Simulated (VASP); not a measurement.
The system is HfMg2O4.

```xyz
7
Lattice="2.5549 1.4751 4.3445 -2.5549 1.4751 4.3445 0.0000 -2.9501 4.3445" Properties=species:S:1:pos:R:3 pbc="T T T"
Mg    0.0000    0.0000    3.8068
Mg    0.0000    0.0000    9.2267
Hf    0.0000    0.0000    0.0000
O     0.0000    1.4751    4.3445
O    -1.2775   -0.7375    4.3445
O     1.2775   -0.7375    4.3445
O     0.0000    0.0000    6.5168
```

The cell was built by a generator and needn't be a form met in nature.

```yaml
Program: VASP 6.6.1
Task: relaxation of cell and atoms
Functional: PBE
Potentials_or_basis: VASP PAW PBE potentials, release 64 (Mg, Hf_pv, O)
Cutoff: 520 eV
k_mesh: 3 × 3 × 3
Occupations: gaussian, width 0.15 eV
Spin: no spin polarisation
```

At the start: pressure 46.5 GPa; volume 14.03 Å³/atom.

**Question.** Where does the relaxation end?

**Answer.** Over 24 steps the energy falls by 1471.9 meV/atom and the volume is 12.26 Å³/atom (-12.6 %); space group R-3m (No. 166, to 0.05 Å).

Step by step:
| step | energy change (eV) | largest force (eV/Å) | pressure (GPa) | volume (Å³) |
| --- | --- | --- | --- | --- |
| 1 | 0.0000 | 9.7272 | 46.51 | 98.24 |
| 2 | 0.3230 | 2.9071 | -22.30 | 167.29 |
| 3 | -5.0100 | 1.0467 | -5.45 | 125.56 |
| 4 | -5.0443 | 1.4311 | -3.68 | 123.56 |
| 5 | -5.0473 | 1.6861 | -2.42 | 122.34 |
| 6 | -5.4312 | 1.6681 | -3.04 | 119.01 |
| 7 | -6.6749 | 0.9371 | -6.38 | 109.15 |
| 8 | -8.8424 | 1.0535 | -8.45 | 90.14 |
| 9 | 10.2756 | 2.2259 | 206.08 | 55.76 |
| 10 | -8.8372 | 1.7062 | -8.19 | 88.09 |
| 11 | -8.9339 | 1.9659 | -6.19 | 85.86 |
| 12 | -9.1445 | 2.0875 | -2.74 | 83.77 |
| 13 | -9.2700 | 2.2957 | 1.03 | 81.51 |
| 14 | -9.0484 | 2.5922 | 13.94 | 76.98 |
| 15 | -9.2775 | 2.3517 | 2.84 | 80.73 |
| 16 | -9.4506 | 2.1753 | 2.41 | 81.16 |
| 17 | -9.8631 | 1.6610 | 1.72 | 82.42 |
| 18 | -10.2459 | 0.6187 | 1.39 | 84.78 |
| 19 | -10.2554 | 0.4517 | 1.52 | 85.17 |
| 20 | -10.2790 | 0.3610 | -0.11 | 85.95 |
| 21 | -10.2887 | 0.2994 | -1.59 | 86.77 |
| 22 | -10.2890 | 0.2866 | -1.74 | 86.92 |
| 23 | -10.3007 | 0.1486 | -0.68 | 86.29 |
| 24 | -10.3030 | 0.0391 | 0.32 | 85.81 |

Final structure:
```
Mg Hf O
1.0
     2.15017    1.24140    5.35804
    -2.15017    1.24140    5.35804
     0.00000   -2.48280    5.35804
Mg Hf O
2 1 4
Direct
  0.22130 0.22130 0.22130
  0.77870 0.77870 0.77870
  0.00000 0.00000 0.00000
  0.50000 0.50000 0.00000
  0.00000 0.50000 0.50000
  0.50000 0.00000 0.50000
  0.50000 0.50000 0.50000
```

Caveat: the k mesh is coarse (spacing up to 0.50 Å⁻¹), so the values aren't converged.
